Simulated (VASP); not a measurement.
Consider the following.

```xyz
8
Lattice="0.0003 5.9013 5.8805 5.9013 0.0003 5.8805 2.9508 2.9508 0.0000" Properties=species:S:1:pos:R:3 pbc="T T T"
Zn     5.9016     5.9016    11.7516
Zn     3.0621     5.7904     8.7272
Zn     5.7904     3.0621     8.7272
Zn     5.9016     5.9016     6.0680
Te     1.4754     1.4754     1.4899
Te     4.4125     1.4892     4.4064
Te     1.4892     4.4125     4.4064
S      4.4262     4.4262     7.3473
```

All values below come from PBEsol GGA, VASP's PBE PAW potentials (set 64) (plane waves; VASP). Numerical set-up: 400 eV cut-off, 4×4×7 Γ-centred mesh, tetrahedra with Blöchl corrections, potentials Zn Te S.

The cores are frozen, which limits the accuracy of field gradients.

### Question
Give the principal components of the electric field gradient (V/Å²) and the asymmetry η at each nucleus.

### Answer

```csv
atom,Vxx,Vyy,Vzz,η
Zn1,0.5,0.2,-0.7,0.48
Zn2,4.9,1.7,-6.5,0.49
Zn3,4.9,1.7,-6.5,0.49
Zn4,-1.6,-1.2,2.8,0.15
Te5,-47.2,-21.4,68.6,0.38
Te6,-64.2,-26.3,90.5,0.42
Te7,-64.2,-26.3,90.5,0.42
S8,-16.5,-3.3,19.9,0.67
```

The structure was generated: Zn4STe3 was put into an ordered model structure (Amm2), which need not be its known phase. It was relaxed first.
